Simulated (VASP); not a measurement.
Data:

```
Ga32As31N
1.0
   11.52221     0.00000     0.00000
    0.00000    11.52221     0.00000
    0.00000     0.00000    11.52221
Ga As N
32 31 1
Direct
  0.50163   0.00266   0.00262
  0.75017   0.24937   0.00180
  0.75023   0.00184   0.24929
  0.99929   0.00054   0.00051
  0.25246   0.25178   0.00264
  0.49920   0.50049   0.00166
  0.74808   0.74734   0.00254
  0.25246   0.00274   0.25177
  0.52001   0.27037   0.27043
  0.72933   0.47951   0.27007
  0.49914   0.00171   0.50044
  0.72928   0.27001   0.47940
  0.74806   0.00255   0.74732
  0.99716   0.49825   0.00249
  0.25035   0.74953   0.00045
  0.99781   0.24962   0.24951
  0.25151   0.50057   0.24937
  0.49929   0.74818   0.24955
  0.99720   0.00250   0.49823
  0.25152   0.24943   0.50048
  0.52004   0.47946   0.47948
  0.75020   0.74786   0.50031
  0.25035   0.00054   0.74948
  0.49927   0.24958   0.74811
  0.75020   0.50032   0.74766
  0.99716   0.74731   0.25170
  0.99745   0.50027   0.50034
  0.25245   0.74719   0.49815
  0.99716   0.25168   0.74736
  0.25247   0.49816   0.74714
  0.50163   0.74733   0.74734
  0.99927   0.74946   0.74943
  0.62372   0.13133   0.13137
  0.86848   0.37606   0.13130
  0.86853   0.13123   0.37607
  0.12546   0.12552   0.12554
  0.38123   0.37396   0.13137
  0.62587   0.61858   0.13137
  0.87447   0.87435   0.12545
  0.38118   0.13128   0.37394
  0.86844   0.61852   0.37367
  0.62586   0.13127   0.61859
  0.86841   0.37346   0.61854
  0.87442   0.12540   0.87440
  0.12430   0.62456   0.12540
  0.37541   0.87557   0.12552
  0.12489   0.37501   0.37507
  0.38127   0.61852   0.37600
  0.62500   0.87498   0.37505
  0.12431   0.12538   0.62457
  0.38122   0.37604   0.61863
  0.62360   0.61849   0.61848
  0.87438   0.87542   0.62447
  0.37543   0.12549   0.87561
  0.62500   0.37500   0.87496
  0.87437   0.62441   0.87540
  0.12494   0.87490   0.37498
  0.12531   0.62438   0.62442
  0.37534   0.87429   0.62456
  0.12493   0.37495   0.87497
  0.37536   0.62452   0.87435
  0.62494   0.87496   0.87498
  0.12495   0.87500   0.87501
  0.62469   0.37481   0.37490
```

The numbers are results of HSE06 screened hybrid, VASP's PBE PAW potentials (set 64) (plane waves; VASP), not measurements. Numerical set-up: PREC = Normal, LREAL = Auto, ISYM = 0, EDIFF = 1E-5, 400 eV cut-off, 1×1×1 Γ-centred mesh, Gaussian smearing of 0.050 eV, potentials Ga As N.

The supercell is sampled at Γ alone, which is coarse: total energies, pressure and levels can be off, energies of defects by several tenths of an eV.

### Question
What does the run give for the energy per atom (σ→0)?

### Answer

```json
{
  "energy per atom (σ→0)": "-4.914 eV/atom"
}
```

Only differences to runs with the same potentials and settings are physical.

The cell is a supercell with a defect, built from GaAs (zinc blende): N_As. The cell's shape comes from a PBE relaxation. The run is not spin-polarised, so no state with unpaired spins was tried.
